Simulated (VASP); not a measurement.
An input for Ansatz (written as the equivalent of a VASP run, and not itself run):

Ansatz 0.2 input:
```yaml
crystal:
  lattice:
    - [0.0000000, 2.6899564, 2.6899564]
    - [2.6899564, 0.0000000, 2.6899564]
    - [2.6899564, 2.6899564, 0.0000000]
  atoms:
    - { symbol: Ce, position: [0.0000000, 0.0000000, 0.0000000] }
    - { symbol: O, position: [0.2500000, 0.2500000, 0.2500000] }
    - { symbol: O, position: [0.7500000, 0.7500000, 0.7500000] }
kpoints:
  mp_grid: { grid: [7, 7, 7] }
hamiltonian:
  xc: r2scan
  pseudopotentials: { kind: paw }
scf:
  occupations: { method: gaussian, width: 0.05 }
  max_iter: 100
output: { forces: true, stress: true, eigenvalues: true }
```

Q: Write the VASP files for the same calculation (r2SCAN).

A: Several could match; the one computed here: 
### KPOINTS
```
K-points
0
Gamma
 7 7 7
```

INCAR:
```
ALGO = Normal
EDIFF = 1E-7
ENCUT = 520
ISIF = 2
ISMEAR = 0
LASPH = .True.
LCHARG = .False.
LMAXMIX = 6
LMIXTAU = .True.
LREAL = .False.
LWAVE = .False.
METAGGA = R2SCAN
NELM = 100
PREC = Accurate
SIGMA = 0.05
SYSTEM = CeO2
```

File POSCAR:
```
CeO2
2.6899560
  0.0000000000   1.0000001512   1.0000001512
  1.0000001512   0.0000000000   1.0000001512
  1.0000001512   1.0000001512   0.0000000000
Ce O
1 2
Cartesian
  0.0000000000   0.0000000000   0.0000000000
  0.5000000756   0.5000000756   0.5000000756
  1.5000002268   1.5000002268   1.5000002268
```

POTCAR, in this order: Ce O (PBE.64 set). Program: vasp_std.

What does not carry over: each code has its own PAW files, so the cut-off isn't converted (ENCUT is set for VASP's; basis.ecutwfc is left out, and Ansatz then takes the one that its files recommend); Ansatz stops its SCF on the density residual and VASP on the energy change (EDIFF).

The compound is CeO2 in the fluorite structure. This cell is one point of a volume scan, at 0.97 of the reference volume.
